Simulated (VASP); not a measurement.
MgB under changes of volume

One of the cells (12.376 Å³/atom); the others are scaled copies at fixed shape and fractional positions:

```xyz
2
Lattice="2.9143 0.0000 0.0000 0.0000 2.9143 0.0000 0.0000 0.0000 2.9143" Properties=species:S:1:pos:R:3 pbc="T T T"
Mg    0.0000    0.0000    0.0000
B     1.4572    1.4572    1.4572
```

The cell was built by a generator and needn't be a form met in nature.

```yaml
Program: VASP 6.6.1
Functional: PBE
Potentials_or_basis: VASP PAW PBE potentials, release 64 (Mg, B)
Cutoff: 520 eV
k_mesh: 9 × 9 × 9
Occupations: fermi-dirac, width 0.05 eV
Spin: no spin polarisation
```

```tsv
volume (Å³/atom)	energy over the lowest point (meV/atom)	pressure (GPa)
11.405	11.25	5.8
11.648	4.13	3.6
11.891	0.11	1.7
12.376	0.00	-1.7
12.619	3.50	-3.1
12.861	?	?
```

Question: What does the run at 12.861 Å³/atom give?

Answer: Energy over the lowest point 9.16 meV/atom; pressure -4.5 GPa.

Worked out: A Birch-Murnaghan fit of order 3 (a polynomial in V^(-2/3)) to the other rows has its minimum at 12.13 Å³/atom with B0 = V·E''(V) = 83 GPa and B' = 3.8. It gives 9.03 meV/atom at 12.861 Å³/atom, against the run's 9.16, and -dE/dV = -4.3 GPa, against -4.5.

Energies are extrapolated to zero smearing.
